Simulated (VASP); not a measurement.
Data:

```
GeSi
1.0
    3.90031     0.00000     0.00000
   -1.95015     3.37776     0.00000
    0.00000     0.00000     6.43186
Si Ge
2 2
Cartesian
  1.95015   1.12592   5.62532
  0.00000   2.25184   2.40938
  1.95015   1.12592   3.21849
  0.00000   2.25184   0.00256
```

Calculation: PBEsol GGA with spin-orbit coupling, VASP's PBE PAW potentials (set 64) (plane waves; VASP). Numerical set-up: 400 eV cut-off, 6×6×3 Γ-centred mesh, Gaussian smearing of 0.050 eV, potentials Si Ge_d.

Problem. Give the energies of bands 29 to 42 at the high-symmetry points, in eV from the valence-band maximum.

Solution. 
```json
[
 {"band": "29", "Γ": "-1.61", "M": "-4.86", "K": "-5.34", "A": "-1.10", "L": "-2.69", "H": "-4.65"},
 {"band": "30", "Γ": "-1.61", "M": "-4.86", "K": "-5.34", "A": "-1.10", "L": "-2.69", "H": "-4.65"},
 {"band": "31", "Γ": "-0.40", "M": "-3.26", "K": "-3.78", "A": "-1.10", "L": "-2.69", "H": "-4.59"},
 {"band": "32", "Γ": "-0.40", "M": "-3.26", "K": "-3.73", "A": "-1.10", "L": "-2.69", "H": "-4.59"},
 {"band": "33", "Γ": "-0.10", "M": "-3.11", "K": "-3.73", "A": "-0.98", "L": "-2.58", "H": "-2.18"},
 {"band": "34", "Γ": "-0.10", "M": "-3.11", "K": "-3.71", "A": "-0.98", "L": "-2.58", "H": "-2.18"},
 {"band": "35", "Γ": "0.00", "M": "-1.59", "K": "-3.46", "A": "-0.98", "L": "-2.58", "H": "-2.16"},
 {"band": "36", "Γ": "0.00", "M": "-1.59", "K": "-3.46", "A": "-0.98", "L": "-2.58", "H": "-2.16"},
 {"band": "37", "Γ": "0.33", "M": "0.27", "K": "0.90", "A": "1.14", "L": "0.56", "H": "1.28"},
 {"band": "38", "Γ": "0.33", "M": "0.27", "K": "0.90", "A": "1.14", "L": "0.56", "H": "1.28"},
 {"band": "39", "Γ": "1.46", "M": "1.91", "K": "4.72", "A": "1.14", "L": "0.56", "H": "1.29"},
 {"band": "40", "Γ": "1.46", "M": "1.91", "K": "4.75", "A": "1.14", "L": "0.56", "H": "1.29"},
 {"band": "41", "Γ": "1.93", "M": "3.13", "K": "4.75", "A": "2.98", "L": "1.71", "H": "3.63"},
 {"band": "42", "Γ": "1.93", "M": "3.13", "K": "4.75", "A": "2.99", "L": "1.71", "H": "3.63"}
]
```

The gap is indirect, 0.27 eV, from the valence maximum at Γ to the conduction minimum at M.

The structure comes from a computed database's SiGe entry (P6_3mc); how it stands against other phases isn't given here. It was relaxed first.
